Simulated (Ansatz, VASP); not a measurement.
**One calculation of SiF, two programs**

Contents of INCAR:

```
SYSTEM = SiF
ALGO     = Normal         ! electronic algorithm
EDIFF    = 1E-7           ! SCF threshold, eV
EDIFFG   = -0.04          ! ionic threshold
ENCUT    = 600            ! plane-wave cutoff, eV
GGA      = PE             ! functional
IBRION   = 2              ! ionic algorithm
ISIF     = 3              ! what is computed and relaxed
ISMEAR   = 0              ! smearing method
LASPH    = .TRUE.         ! aspherical terms in the spheres
LCHARG   = .FALSE.        ! write CHGCAR
LREAL    = .FALSE.        ! projectors in reciprocal space
LWAVE    = .FALSE.        ! write WAVECAR
NELM     = 60             ! most SCF steps
NSW      = 90             ! ionic steps
PREC     = Accurate       ! precision mode
SIGMA    = 0.1            ! smearing width, eV
```

Contents of KPOINTS:

```
k-points
0
G
  4 4 4
  0 0 0
```

File POSCAR:

```
SiF
1.0
    4.5458906800      0.0000000000      0.0000000000
    0.0000000000      4.5458906800      0.0000000000
    0.0000000000      0.0000000000      4.5458906800
Si F
3 3
Direct
    0.5000000000      0.0000000000      0.0000000000
    0.0000000000      0.5000000000      0.0000000000
    0.0000000000      0.0000000000      0.5000000000
    0.0000000000      0.5000000000      0.5000000000
    0.5000000000      0.0000000000      0.5000000000
    0.5000000000      0.5000000000      0.0000000000
```

Input for Ansatz:

```yaml
crystal:
  lattice:
    - [4.54589068, 0.0, 0.0]
    - [0.0, 4.54589068, 0.0]
    - [0.0, 0.0, 4.54589068]
  atoms:
    - { symbol: Si, position: [0.5, 0.0, 0.0] }
    - { symbol: Si, position: [0.0, 0.5, 0.0] }
    - { symbol: Si, position: [0.0, 0.0, 0.5] }
    - { symbol: F, position: [0.0, 0.5, 0.5] }
    - { symbol: F, position: [0.5, 0.0, 0.5] }
    - { symbol: F, position: [0.5, 0.5, 0.0] }
basis:
  ecutwfc: 420
kpoints:
  mp_grid: { grid: [4, 4, 4] }
hamiltonian:
  xc: pbe
scf:
  occupations: { method: gaussian, width: 0.1 }
  lower_state_search: "off"
output:
  forces: true
  stress: true
  eigenvalues: true
relax:
  adjacent_minimum: "off"
  f_tol: 0.04
  max_steps: 70
  cell: { stress_tol: 0.4 }
```

Alike in both runs: task relaxation of cell and atoms; functional PBE; k mesh 4 × 4 × 4; occupations gaussian, width 0.1 eV; no spin polarisation.

|  | VASP | Ansatz |
| --- | --- | --- |
| version | VASP 6.6.1 | Ansatz 0.2.0 |
| potentials or method | VASP PAW PBE potentials, release 64 (Si, F) | scalar-relativistic, plane waves, PAW |
| plane-wave cutoff (eV) | 600 | 420 |
| valence electrons in the cell | 33 | 33 |

```tsv
	VASP	Ansatz	Ansatz less VASP
gap on the k mesh at the Fermi level, each at its own relaxed structure (eV)	none	none	-
relaxed volume (Å³/atom)	15.35	15.45	+0.097
relaxed cell length with the largest relative difference (Å)	4.516	4.526	+0.0095
energy change over the relaxation (meV/atom)	-1	-1	+0.5
```

A gap of «none» marks a metal or a gap that the smearing closes.

Caveats: an odd number of electrons without spin polarisation forces a metal; a magnetic or distorted state may lie lower.
